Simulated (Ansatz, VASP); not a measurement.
**WC (Qusongite) in two plane-wave programs**

Aim: how closely do two programs agree when they are given the same cell, functional and k mesh? The cell is taken from a series of runs on this material, whose earlier steps may have relaxed, scaled, displaced or heated it; both programs get it as it stands.

Main program and level: Ansatz 0.2.0; plane waves, with VASP 6.6.1 beside it; zone-centre phonons at PBEsol.

**1. Set-up**

Symmetry: P-6m2, No. 187, hexagonal system. The conventional cell has a = 2.923 Å, b = 2.923 Å, c = 2.715 Å, α = 90.00°, β = 90.00°, γ = 120.00°. Nearest to C lie 6 W at 2.17 Å. Nearest to W lie 6 C at 2.17 Å. Farther neighbours are not listed.

Structure file:

```
C W
1.0
     2.92311    0.00000    0.00000
    -1.46155    2.53149    0.00000
     0.00000    0.00000    2.71497
C W
1 1
Direct
  0.66667 0.33333 0.50000
  0.00000 0.00000 0.00000
```

**2. VASP: zone-centre phonons, PBEsol**

Second derivatives magnify differences that forces hide, and they need a tight electronic threshold.

Lines of VASP's logs that name or quote its potential files are left out, and so is its time.

INCAR

```
SYSTEM = WC
PREC = Accurate
ENCUT = 600
EDIFF = 1E-08
NELM = 120
ISMEAR = 1
SIGMA = 0.2
LREAL = .FALSE.
ALGO = Normal
GGA = PS
NBANDS = 11
LASPH = .TRUE.
LORBIT = 11
LWAVE = .FALSE.
LCHARG = .FALSE.
ISIF = 2
IBRION = 8
GGA_COMPAT = .FALSE.
KPAR = 2
```

POSCAR

```
WC
1.0
    2.9231091458      0.0000000000      0.0000000000
   -1.4615545729      2.5314867783      0.0000000000
    0.0000000000      0.0000000000      2.7149726800
C W
1 1
Direct
    0.6666666655      0.3333333345      0.5000000000
    0.9999999988      0.0000000012      0.0000000000
```

KPOINTS

```
Automatic mesh
0
Gamma
18 18 16
0 0 0
```

The projector-augmented-wave data sets are C and W (PBE family, release 64).

Command:

```
$ mpirun -np 2 vasp_std
```

Numbers of over 12 decimals in the logs are rounded to 6 here.

Log:

```text
[banner, memory and clock lines left out]
running    2 mpi-ranks, on    1 nodes
 distrk:  each k-point on    1 cores,    2 groups
 distr:  one band on    1 cores,    1 groups

 POSCAR found type information on POSCAR C W
 POSCAR found :  2 types and       2 ions
|                                                                             |
|               ----> ADVICE to this user running VASP <----                  |
|                                                                             |
|     You enforced a specific xc type in the INCAR file but a different       |
|     [... a line on the potential file left out ...]
|     I HOPE YOU KNOW WHAT YOU ARE DOING!                                     |
|                                                                             |

 LDA part: xc-table for (Slater+PW92), standard interpolation
 POSCAR, INCAR and KPOINTS ok, starting setup
 FFT: planning ... GRIDC
 FFT: planning ... GRID_SOFT
 FFT: planning ... GRID
 WAVECAR not read
 entering main loop
       N       E                     dE             d eps       ncg     rms          rms(c)
DAV:   1     0.290860778966E+02    0.29086E+02   -0.54733E+03  7326   0.930E+02
DAV:   2    -0.246976564806E+02   -0.53784E+02   -0.51280E+02  8393   0.218E+02
DAV:   3    -0.268577203872E+02   -0.21601E+01   -0.21347E+01  9131   0.364E+01
DAV:   4    -0.268720213277E+02   -0.14301E-01   -0.14297E-01  8133   0.343E+00
DAV:   5    -0.268720821202E+02   -0.60793E-04   -0.60791E-04  8784   0.220E-01    0.369E+01
DAV:   6    -0.239952160861E+02    0.28769E+01   -0.11957E+01  8683   0.217E+01    0.127E+01
DAV:   7    -0.239271910797E+02    0.68025E-01   -0.56142E-01  7567   0.613E+00    0.877E+00
DAV:   8    -0.238879807554E+02    0.39210E-01   -0.91550E-02  8027   0.218E+00    0.207E+00
DAV:   9    -0.238818005398E+02    0.61802E-02   -0.16577E-02  7986   0.837E-01    0.156E-01
DAV:  10    -0.238817600618E+02    0.40478E-04   -0.82307E-04  8615   0.242E-01    0.169E-01
DAV:  11    -0.238817509682E+02    0.90936E-05   -0.69145E-05  8671   0.612E-02    0.933E-03
DAV:  12    -0.238817488688E+02    0.20994E-05   -0.39340E-06  8307   0.135E-02    0.946E-03
DAV:  13    -0.238817489017E+02   -0.32974E-07   -0.28661E-07  8271   0.493E-03    0.719E-04
DAV:  14    -0.238817488956E+02    0.61427E-08   -0.26439E-09  4799   0.436E-04
   1 F= -.23881749E+02 E0= -.23881604E+02  d E =-.435209E-03
 Linear response reoptimize wavefunctions to high precision
DAV:   1    -0.238817489180E+02   -0.22393E-07   -0.26917E-09  7638   0.386E-04
DAV:   2    -0.238817489180E+02   -0.77307E-11   -0.11411E-10  3918   0.108E-04
 Linear response DOF=           4
 Linear response progress:
  Degree of freedom:   1/  4
       N       E                     dE             d eps       ncg     rms          rms(c)
RMM:   1    -0.118575620613E+00   -0.11858E+00    0.61544E-02 77173   0.209E+00
RMM:   2    -0.117256850366E+00    0.13188E-02   -0.22126E-03 50663   0.452E-01    0.229E-01
RMM:   3    -0.117491267582E+00   -0.23442E-03   -0.49100E-04 48169   0.151E-01    0.122E-01
RMM:   4    -0.118257836397E+00   -0.76657E-03   -0.35870E-04 48511   0.122E-01    0.286E-02
RMM:   5    -0.118213831648E+00    0.44005E-04   -0.54178E-06 52841   0.205E-02    0.158E-03
RMM:   6    -0.118232339959E+00   -0.18508E-04   -0.31118E-07 52996   0.303E-03    0.502E-04
RMM:   7    -0.118228437257E+00    0.39027E-05   -0.17634E-08 54816   0.501E-04    0.892E-05
RMM:   8    -0.118228609164E+00   -0.17191E-06   -0.16219E-08 54681   0.916E-05    0.318E-05
RMM:   9    -0.118228471581E+00    0.13758E-06    0.28993E-09 55356   0.255E-05    0.360E-06
RMM:  10    -0.118228464759E+00    0.68223E-08    0.32301E-09 52691   0.655E-06    0.147E-06
 first order change of Fermi-energy   0.52694E-05
 force on displaced ion       1 direction 1 : -18.504   0.002   0.000
 Linear response progress:
  Degree of freedom:   2/  4
       N       E                     dE             d eps       ncg     rms          rms(c)
RMM:   1    -0.120826992313E+00   -0.12083E+00    0.53993E-02 26945   0.212E+00
RMM:   2    -0.119665387805E+00    0.11616E-02   -0.22445E-03 17959   0.453E-01    0.184E-01
RMM:   3    -0.119875256544E+00   -0.20987E-03   -0.66025E-04 16959   0.172E-01    0.900E-02
RMM:   4    -0.120794569812E+00   -0.91931E-03   -0.48629E-04 17021   0.138E-01    0.199E-02
RMM:   5    -0.120787451092E+00    0.71187E-05   -0.94782E-06 18514   0.248E-02    0.242E-03
RMM:   6    -0.120818538801E+00   -0.31088E-04   -0.61229E-07 18199   0.500E-03    0.430E-04
RMM:   7    -0.120817333072E+00    0.12057E-05    0.14256E-08 19106   0.671E-04    0.144E-04
RMM:   8    -0.120816448931E+00    0.88414E-06   -0.10784E-09 18800   0.102E-04    0.164E-05
RMM:   9    -0.120816412588E+00    0.36344E-07   -0.59756E-09 19252   0.239E-05    0.754E-06
RMM:  10    -0.120816377582E+00    0.35006E-07   -0.13359E-09 19530   0.107E-05    0.660E-07
RMM:  11    -0.120816379439E+00   -0.18576E-08   -0.22949E-09 14274   0.383E-06    0.368E-07
 first order change of Fermi-energy   0.27513E-03
 force on displaced ion       1 direction 3 :  -0.000   0.000 -18.145
 Linear response progress:
  Degree of freedom:   3/  4
       N       E                     dE             d eps       ncg     rms          rms(c)
RMM:   1    -0.110789616070E+00   -0.11079E+00   -0.87488E-02 65391   0.194E+00
RMM:   2    -0.107578893544E+00    0.32107E-02   -0.19716E-03 49686   0.364E-01    0.223E-01
RMM:   3    -0.106704318683E+00    0.87457E-03   -0.29487E-04 52026   0.110E-01    0.131E-01
RMM:   4    -0.106329248658E+00    0.37507E-03   -0.48039E-04 52123   0.138E-01    0.197E-02
RMM:   5    -0.106350544613E+00   -0.21296E-04   -0.15255E-06 54182   0.165E-02    0.409E-03
RMM:   6    -0.106353556048E+00   -0.30114E-05    0.77048E-08 54191   0.207E-03    0.139E-03
RMM:   7    -0.106353504790E+00    0.51259E-07    0.17963E-07 54405   0.980E-04    0.115E-04
RMM:   8    -0.106352581797E+00    0.92299E-06   -0.10036E-08 53970   0.216E-04    0.179E-05
RMM:   9    -0.106352589054E+00   -0.72566E-08    0.13308E-07 56545   0.516E-05    0.499E-06
RMM:  10    -0.106352591224E+00   -0.21707E-08    0.88910E-10 56185   0.142E-05    0.287E-06
 first order change of Fermi-energy  -0.48651E-04
 force on displaced ion       2 direction 1 : -18.501   0.002   0.000
 Linear response progress:
  Degree of freedom:   4/  4
       N       E                     dE             d eps       ncg     rms          rms(c)
RMM:   1    -0.113512831912E+00   -0.11351E+00   -0.89649E-02 23843   0.203E+00
RMM:   2    -0.110419454587E+00    0.30934E-02   -0.20764E-03 17475   0.389E-01    0.174E-01
RMM:   3    -0.109689648345E+00    0.72981E-03   -0.23608E-04 18294   0.107E-01    0.966E-02
RMM:   4    -0.109507993716E+00    0.18165E-03   -0.41865E-04 18070   0.136E-01    0.154E-02
RMM:   5    -0.109528288427E+00   -0.20295E-04   -0.24547E-06 19082   0.129E-02    0.375E-03
RMM:   6    -0.109538449233E+00   -0.10161E-04   -0.64536E-08 19018   0.202E-03    0.916E-04
RMM:   7    -0.109538891000E+00   -0.44177E-06    0.41524E-08 18995   0.647E-04    0.200E-04
RMM:   8    -0.109538596520E+00    0.29448E-06    0.24627E-08 19352   0.158E-04    0.496E-05
RMM:   9    -0.109538232332E+00    0.36419E-06    0.17771E-08 19425   0.628E-05    0.425E-06
RMM:  10    -0.109538216613E+00    0.15719E-07    0.11760E-08 19848   0.136E-05    0.148E-06
RMM:  11    -0.109538218901E+00   -0.22876E-08   -0.82213E-10 16668   0.600E-06    0.576E-07
 first order change of Fermi-energy  -0.47046E-03
 force on displaced ion       2 direction 3 :  -0.000   0.000 -18.141
 Linear response finished
```

Parts of OUTCAR (step 2):

```text
ion  position               nearest neighbor table
   1  0.667  0.333  0.500-   2 2.17   2 2.17   2 2.17   2 2.17   2 2.17   2 2.17
   2  1.000  0.000  0.000-   1 2.17   1 2.17   1 2.17   1 2.17   1 2.17   1 2.17

  LATTYP: Found a hexagonal cell.
 ALAT       =     2.9231091458
 C/A-ratio  =     0.9287962045

 Subroutine GETGRP returns: Found 12 space group operations
 (whereof 12 operations were pure point group operations)

The static configuration has the point symmetry D_3h.

 Found    333 irreducible k-points:

   k-points           NKPTS =    333   k-points in BZ     NKDIM =    333   number of bands    NBANDS=     11

   dimension x,y,z NGX =    24 NGY =   24 NGZ =   24
   dimension x,y,z NGXF=    48 NGYF=   48 NGZF=   48

   ENCUT  =  600.0 eV  44.10 Ry    6.64 a.u.   5.84  5.84  5.42*2*pi/ulx,y,z

   NELECT =      10.0000    total number of electrons

 k-points in reciprocal lattice and weights: Automatic mesh
   0.00000000  0.00000000  0.00000000       0.000
   0.05555556  0.00000000  0.00000000       0.001
   0.11111111  0.00000000  0.00000000       0.001
   0.16666667  0.00000000  0.00000000       0.001
   0.22222222 -0.00000000  0.00000000       0.001
   0.27777778  0.00000000  0.00000000       0.001
   0.33333333  0.00000000  0.00000000       0.001
   0.38888889  0.00000000  0.00000000       0.001
   0.44444444 -0.00000000  0.00000000       0.001
[...]
0.33333333  0.27777778  0.50000000       0.002
   0.33333333  0.33333333  0.50000000       0.000

 average (electrostatic) potential at core
       1 -45.8921       2 -36.5309

  Total        0.0046447      0.0046447      5.0024156     -0.0000000      0.0000000     -0.0000000
  in kB        0.3704097      0.3704097    398.9368881     -0.0000000      0.0000000     -0.0000000
  external PRESSURE =     133.2259025 kB  Pullay stress =       0.0000000 kB

  energy-cutoff  :      600.00
  volume of cell :       20.09
      direct lattice vectors                 reciprocal lattice vectors
     2.923109146  0.000000000  0.000000000     0.342101492  0.197512388  0.000000000
    -1.461554573  2.531486778  0.000000000     0.000000000  0.395024777  0.000000000
     0.000000000  0.000000000  2.714972680     0.000000000  0.000000000  0.368327832

 POSITION                                       TOTAL-FORCE (eV/Angst)
 -----------------------------------------------------------------------------------
      1.46155      0.84383      1.35749        -0.000000     -0.000000      0.000000
      2.92311      0.00000      0.00000         0.000000      0.000000      0.000000
 -----------------------------------------------------------------------------------
    total drift:                                0.000001     -0.000001      0.000000

 Eigenvectors and eigenvalues of the dynamical matrix
 ----------------------------------------------------

   1 f  =   20.027634 THz   125.837337 2PiTHz  668.049967 cm-1    82.827602 meV
             X         Y         Z           dx          dy          dz
      1.461555  0.843829  1.357486     0.000000    0.968857    0.000000
      2.923109  0.000000  0.000000     0.000000   -0.247623    0.000000

   2 f  =   20.027634 THz   125.837337 2PiTHz  668.049967 cm-1    82.827602 meV
             X         Y         Z           dx          dy          dz
      1.461555  0.843829  1.357486     0.968857   -0.000000   -0.000000
      2.923109  0.000000  0.000000    -0.247623   -0.000000    0.000000

   3 f  =   19.832355 THz   124.610361 2PiTHz  661.536153 cm-1    82.019993 meV
             X         Y         Z           dx          dy          dz
      1.461555  0.843829  1.357486    -0.000000    0.000000   -0.968860
      2.923109  0.000000  0.000000     0.000000    0.000000    0.247611

   4 f/i=    0.000300 THz     0.001887 2PiTHz    0.010020 cm-1     0.001242 meV
             X         Y         Z           dx          dy          dz
      1.461555  0.843829  1.357486    -0.238834   -0.065385    0.000000
      2.923109  0.000000  0.000000    -0.934471   -0.255826    0.000000

   5 f/i=    0.000300 THz     0.001887 2PiTHz    0.010020 cm-1     0.001242 meV
             X         Y         Z           dx          dy          dz
      1.461555  0.843829  1.357486    -0.065385    0.238834   -0.000000
      2.923109  0.000000  0.000000    -0.255826    0.934471   -0.000000

   6 f/i=    0.000537 THz     0.003374 2PiTHz    0.017913 cm-1     0.002221 meV
             X         Y         Z           dx          dy          dz
      1.461555  0.843829  1.357486    -0.000000    0.000000    0.247611
      2.923109  0.000000  0.000000    -0.000000    0.000000    0.968860

 ELASTIC MODULI CONTR FROM IONIC RELAXATION (kBar)
 Direction    XX          YY          ZZ          XY          YZ          ZX
 --------------------------------------------------------------------------------
 XX        -243.5666    243.5666      0.0000      0.0000      0.0000      0.0000
 YY         243.5666   -243.5666      0.0000     -0.0000      0.0000      0.0000
 ZZ           0.0000      0.0000      0.0000      0.0000      0.0000      0.0000
 XY           0.0000     -0.0000      0.0000   -243.5666      0.0000      0.0000
 YZ           0.0000      0.0000      0.0000      0.0000      0.0000      0.0000
 ZX           0.0000      0.0000      0.0000      0.0000      0.0000      0.0000
 --------------------------------------------------------------------------------
```

(Continued in part 2 of 2.)

[Lines on the potential files, build, host, timing and source positions are cut from VASP's logs without a mark.]

[Logs are printed without paths, hosts, clocks, repeated set-up lines and the standing remarks that a program may print on its own settings, such as how far it seeks lower states.]

[Hosts, paths, dates, database ids (printed as entryN), source tags and the programs' standing remarks are cut or masked in the printed files.]
